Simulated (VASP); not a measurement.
Input:

```
CELL_PARAMETERS angstrom
      3.13119     1.80779     7.20303
     -3.13119     1.80779     7.20303
      0.00000    -3.61559     7.20303
ATOMIC_POSITIONS crystal
  K  0.50000 0.50000 0.50000
  K  0.92013 0.92013 0.92013
  K  0.07987 0.07987 0.07987
  Sb 0.24185 0.24185 0.24185
  Sb 0.75815 0.75815 0.75815
  Au 0.50000 0.00000 0.50000
  Au 0.50000 0.50000 0.00000
  Au 0.00000 0.50000 0.50000
```

Level of theory: LDA (Ceperley-Alder, Perdew-Zunger), VASP's LDA PAW potentials (set 64) (plane waves; VASP 6.6.1). Run with 300 eV cut-off, 3×3×3 Γ-centred mesh, Fermi-Dirac smearing of 0.050 eV, potentials K_sv Sb Au.

At this cut-off the stress carries a Pulay error, which pulls relaxed volumes low. Energy and stress use the plane-wave basis of the starting cell.

Problem. The ions, cell shape and volume are relaxed. What does this cell relax into?

Solution. 
```
CELL_PARAMETERS angstrom
      3.02147     1.74445     7.01808
     -3.02147     1.74445     7.01808
      0.00000    -3.48890     7.01808
ATOMIC_POSITIONS crystal
  K  0.50000 0.50000 0.50000
  K  0.92061 0.92061 0.92061
  K  0.07939 0.07939 0.07939
  Sb 0.23832 0.23832 0.23832
  Sb 0.76168 0.76168 0.76168
  Au 0.50000 0.00000 0.50000
  Au 0.50000 0.50000 0.00000
  Au 0.00000 0.50000 0.50000
```
Space group R-3m (166), at a tolerance of 0.03 Å.

Problem. How do energy and volume change from the first to the last step?

Solution. The energy (σ→0) changes by -22.8 meV/atom and the volume by -9.3 %, in 12 ionic steps.

The structure comes from a computed database's K3Sb2Au3 entry (R-3m); how it stands against other phases isn't given here. This run relaxes it. Symmetry was kept, so distortions that lower it aren't found. The run is one of a series of settings (EDIFFG = -0.01, IBRION = 2, ISIF = 3, NSW = 50 against the base run), some of them coarse on purpose.
